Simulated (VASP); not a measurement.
The system is Si2Ge.

```
Si Ge
1.0
     4.90111    0.00000    0.00000
    -2.45056    4.24449    0.00000
     0.00000    0.00000    3.06701
Si Ge
2 1
Direct
  0.66667 0.33333 0.50000
  0.33333 0.66667 0.50000
  0.00000 0.00000 0.00000
```

The cell was built by a generator and needn't be a form met in nature.

- Program: VASP 6.6.1
- Task: relaxation of cell and atoms
- Functional: PBE
- Potentials or basis: VASP PAW PBE potentials, release 64 (Si, Ge_d)
- Cutoff: 520 eV
- k mesh: 5 × 5 × 7
- Occupations: gaussian, width 0.15 eV
- Spin: no spin polarisation

At the start: pressure -11.7 GPa; volume 21.27 Å³/atom.

Problem. How do energy, volume and symmetry change on relaxing?

Solution. Over 8 steps the energy falls by 251.9 meV/atom and the volume is 16.22 Å³/atom (-23.7 %); space group P6/mmm (No. 191, to 0.05 Å).

The path:
```csv
step,energy change (eV),largest force (eV/Å),pressure (GPa),volume (Å³)
1,0.0000,0.0000,-11.72,63.80
2,-0.7184,0.0000,-2.03,50.48
3,-0.7372,0.0000,-1.03,49.19
4,-0.7213,0.0000,3.74,46.66
5,-0.7403,0.0000,1.74,48.44
6,-0.7395,0.0000,-0.28,48.82
7,-0.7542,0.0000,-0.07,48.63
8,-0.7558,0.0000,-0.14,48.67
```

Final structure:
```cif
data_structure
_symmetry_space_group_name_H-M 'P 1'
_symmetry_Int_Tables_number 1
_cell_length_a 4.5491
_cell_length_b 4.5491
_cell_length_c 2.7158
_cell_angle_alpha 90.000
_cell_angle_beta 90.000
_cell_angle_gamma 120.000
_cell_volume 48.67
loop_
_atom_site_label
_atom_site_type_symbol
_atom_site_fract_x
_atom_site_fract_y
_atom_site_fract_z
_atom_site_occupancy
Si1 Si 0.66667 0.33333 0.50000 1
Si2 Si 0.33333 0.66667 0.50000 1
Ge1 Ge 0.00000 0.00000 0.00000 1
```

Caveat: the volume moved by over 15 % at a fixed basis, so the end points are rough.
